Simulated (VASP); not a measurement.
Calculation: PBEsol GGA, VASP's PBE PAW potentials (set 64) (plane waves; VASP).

VASP ran on this input.

**INCAR**
```
# general
SYSTEM =CoSi2
PREC   =Accurate
ENCUT  =400   # plane-wave cut-off (eV)
LREAL  =.FALSE.
LASPH  =.TRUE.   # aspherical one-centre terms

# electronic loop
EDIFF  =1E-6   # SCF stop (eV)
NELM   =100   # most electronic steps
ALGO   =Normal   # blocked Davidson
LMAXMIX=4

# smearing
ISMEAR =1   # Methfessel-Paxton
SIGMA  =0.1

# functional
GGA    =PS   # PBEsol

# spin
ISPIN  =2
MAGMOM =3.0 2*0.0

# ions
IBRION =2   # conjugate gradients
NSW    =60   # most ionic steps
ISIF   =3
EDIFFG =-0.02

# output
LWAVE  =.FALSE.
LCHARG =.FALSE.
LORBIT =10
```

### POSCAR
```
CoSi2
1
    4.0992768676    -0.0000000396     0.0000000000
   -2.0496379892     3.5500778660    -0.0000000000
   -0.0000000000    -0.0000000000     2.5017342188
Co Si
1 2
Direct
  0.0000000000   0.0000000000   0.0000000000
  0.3333330000   0.6666670000   0.5000000000
  0.6666670000   0.3333330000   0.5000000000
```

KPOINTS:
```
Regular mesh
0
G
 8 8 11
0 0 0
```

POTCAR, in this order: Co Si (PBE.64 set). Program: vasp_std.

Output of the run:

**OSZICAR**
```
       N       E                     dE             d eps       ncg     rms          rms(c)
DAV:   1     0.516427893077E+02    0.51643E+02   -0.62202E+03  3416   0.987E+02
DAV:   2    -0.179610770760E+02   -0.69604E+02   -0.63544E+02  3528   0.201E+02
DAV:   3    -0.210015883366E+02   -0.30405E+01   -0.29320E+01  4396   0.455E+01
DAV:   4    -0.210565904979E+02   -0.55002E-01   -0.54913E-01  3920   0.588E+00
DAV:   5    -0.210581625531E+02   -0.15721E-02   -0.15718E-02  4540   0.106E+00    0.180E+01
DAV:   6    -0.353857809757E+02   -0.14328E+02   -0.90468E+01  3744   0.182E+02    0.430E+01
DAV:   7    -0.192842789680E+02    0.16102E+02   -0.25298E+01  4070   0.127E+02    0.102E+01
DAV:   8    -0.185247770622E+02    0.75950E+00   -0.41498E+00  4534   0.325E+01    0.283E+00
DAV:   9    -0.185488159798E+02   -0.24039E-01   -0.32872E-01  4544   0.604E+00    0.122E+00
DAV:  10    -0.185515104569E+02   -0.26945E-02   -0.10005E-02  4946   0.127E+00    0.522E-01
DAV:  11    -0.185513018748E+02    0.20858E-03   -0.22665E-03  4850   0.741E-01    0.302E-01
DAV:  12    -0.185523719489E+02   -0.10701E-02   -0.14131E-03  4622   0.685E-01    0.213E-01
DAV:  13    -0.185527883816E+02   -0.41643E-03   -0.61864E-04  4830   0.386E-01    0.120E-01
DAV:  14    -0.185530971170E+02   -0.30874E-03   -0.39804E-04  4642   0.313E-01    0.114E-01
DAV:  15    -0.185532151599E+02   -0.11804E-03   -0.74680E-05  5094   0.131E-01    0.103E-01
DAV:  16    -0.185539134531E+02   -0.69829E-03   -0.47334E-03  4022   0.126E+00    0.711E-02
DAV:  17    -0.185539735615E+02   -0.60108E-04   -0.30727E-04  4320   0.153E-01    0.416E-02
DAV:  18    -0.185540161538E+02   -0.42592E-04   -0.68639E-04  4044   0.472E-01    0.254E-02
DAV:  19    -0.185540189170E+02   -0.27631E-05   -0.32969E-05  3760   0.545E-02    0.144E-02
DAV:  20    -0.185540182498E+02    0.66718E-06   -0.24852E-06  2662   0.243E-02
   1 F= -.18554018E+02 E0= -.18553969E+02  d E =-.185540E+02  mag=     0.2272
       N       E                     dE             d eps       ncg     rms          rms(c)
DAV:   1    -0.185660277339E+02   -0.12009E-01   -0.24638E-01  3882   0.444E+00    0.690E-01
DAV:   2    -0.185712484504E+02   -0.52207E-02   -0.44549E-02  4128   0.441E+00    0.102E+00
DAV:   3    -0.185592739289E+02    0.11975E-01   -0.30301E-02  4064   0.380E+00    0.313E-01
DAV:   4    -0.185576042956E+02    0.16696E-02   -0.24173E-03  4496   0.662E-01    0.814E-02
DAV:   5    -0.185575752515E+02    0.29044E-04   -0.19808E-04  4856   0.179E-01    0.518E-02
DAV:   6    -0.185575991579E+02   -0.23906E-04   -0.21468E-05  4696   0.707E-02    0.406E-02
DAV:   7    -0.185576480126E+02   -0.48855E-04   -0.57462E-05  4090   0.144E-01    0.366E-02
DAV:   8    -0.185576921351E+02   -0.44122E-04   -0.78826E-05  4422   0.160E-01    0.270E-02
DAV:   9    -0.185577333027E+02   -0.41168E-04   -0.13354E-04  4246   0.214E-01    0.204E-02
DAV:  10    -0.185577664182E+02   -0.33116E-04   -0.25557E-04  4230   0.296E-01    0.100E-02
DAV:  11    -0.185577783465E+02   -0.11928E-04   -0.10470E-04  4936   0.173E-01    0.732E-03
DAV:  12    -0.185577849319E+02   -0.65854E-05   -0.13492E-04  4006   0.223E-01    0.514E-03
DAV:  13    -0.185577862823E+02   -0.13504E-05   -0.14148E-05  5050   0.383E-02    0.371E-03
DAV:  14    -0.185577869045E+02   -0.62221E-06   -0.26649E-05  3950   0.100E-01    0.252E-03
DAV:  15    -0.185577869216E+02   -0.17029E-07   -0.25007E-06  2668   0.176E-02
   2 F= -.18557787E+02 E0= -.18557913E+02  d E =-.376867E-02  mag=     0.0019
       N       E                     dE             d eps       ncg     rms          rms(c)
DAV:   1    -0.185583248372E+02   -0.53793E-03   -0.12124E-02  3852   0.995E-01    0.148E-01
DAV:   2    -0.185584476923E+02   -0.12286E-03   -0.17459E-03  4148   0.871E-01    0.191E-01
DAV:   3    -0.185580142689E+02    0.43342E-03   -0.11688E-03  4086   0.760E-01    0.703E-02
DAV:   4    -0.185579291534E+02    0.85115E-04   -0.11329E-04  4340   0.160E-01    0.125E-02
DAV:   5    -0.185579263506E+02    0.28028E-05   -0.76950E-06  4772   0.299E-02    0.380E-03
DAV:   6    -0.185579264588E+02   -0.10818E-06   -0.31784E-07  1812   0.579E-03
   3 F= -.18557926E+02 E0= -.18558114E+02  d E =-.390821E-02  mag=     0.0016
       N       E                     dE             d eps       ncg     rms          rms(c)
DAV:   1    -0.185609003268E+02   -0.29740E-02   -0.23785E-02  3520   0.267E+00    0.531E-01
DAV:   2    -0.185821015850E+02   -0.21201E-01   -0.75495E-02  4036   0.596E+00    0.139E+00
DAV:   3    -0.185579989917E+02    0.24103E-01   -0.44182E-02  3952   0.459E+00    0.821E-02
DAV:   4    -0.185579950640E+02    0.39276E-05   -0.85871E-04  3612   0.195E-01    0.424E-02
DAV:   5    -0.185579784241E+02    0.16640E-04   -0.26368E-05  4694   0.945E-02    0.101E-02
DAV:   6    -0.185579775823E+02    0.84182E-06   -0.21095E-06  3172   0.137E-02
   4 F= -.18557978E+02 E0= -.18558165E+02  d E =-.511235E-04  mag=     0.0015
```

### OUTCAR
```
------------------------ aborting loop because EDIFF is reached ----------------------------------------
  FORCE on cell =-STRESS in cart. coord.  units (eV):
  Direction    XX          YY          ZZ          XY          YZ          ZX
  --------------------------------------------------------------------------------------
  Total       -0.0325321     -0.0325321     -0.0000747     -0.0000000     -0.0000000      0.0000000
  in kB       -1.4325385     -1.4325385     -0.0032912     -0.0000002     -0.0000000      0.0000000
  external PRESSURE =      -0.9561227 kB  Pullay stress =       0.0000000 kB
  volume of cell :       36.38
      direct lattice vectors                 reciprocal lattice vectors
     4.119355683 -0.000000037 -0.000000000     0.242756412  0.140155451  0.000000000
    -2.059677393  3.567466628  0.000000000     0.000000003  0.280310963  0.000000000
     0.000000000 -0.000000000  2.475864687     0.000000000  0.000000000  0.403899294
 POSITION                                       TOTAL-FORCE (eV/Angst)
 -----------------------------------------------------------------------------------
      2.05968      3.56747     -0.00000         0.000000     -0.000000     -0.000000
     -0.00000      2.37831      1.23793        -0.000000      0.000000      0.000000
      2.05968      1.18915      1.23793         0.000000     -0.000000     -0.000000
 -----------------------------------------------------------------------------------
    total drift:                               -0.000000      0.000000      0.000000
  FREE ENERGIE OF THE ION-ELECTRON SYSTEM (eV)
  ---------------------------------------------------
  free  energy   TOTEN  =       -18.5579775823 eV

  energy  without entropy=      -18.5585390371  energy(sigma->0) =      -18.55816473

 total charge

# of ion       s       p       d       tot
------------------------------------------
    1        0.374   0.412   7.479   8.265
    2        0.775   0.858   0.000   1.633
    3        0.775   0.858   0.000   1.633
--------------------------------------------------
tot          1.924   2.129   7.479  11.531

 magnetization (x)

# of ion       s       p       d       tot
------------------------------------------
    1       -0.000   0.000   0.001   0.001
    2        0.000   0.000   0.000   0.000
    3        0.000   0.000   0.000   0.000
--------------------------------------------------
tot          0.000   0.000   0.001   0.001

 reached required accuracy - stopping structural energy minimisation
```
(Selected blocks of OUTCAR.)

**CONTCAR**
```
CoSi2
   1.00000000000000
     4.1193556832258391   -0.0000000374666276   -0.0000000000000000
    -2.0596773928196739    3.5674666284850454    0.0000000000000000
     0.0000000000000000   -0.0000000000000000    2.4758646873649144
  Co              Si
     1     2
Direct
     1.0000000000000000    1.0000000000000000    0.0000000000000000
     0.3333330000000032    0.6666669999999968    0.5000000000000000
     0.6666669999999968    0.3333330000000032    0.5000000000000000
```

The structure was generated: CoSi2 was put into the AlB2 type (P6/mmm), which need not be its known phase. This run relaxes it. Symmetry was kept, so distortions that lower it aren't found. The start is the result of an earlier pass.
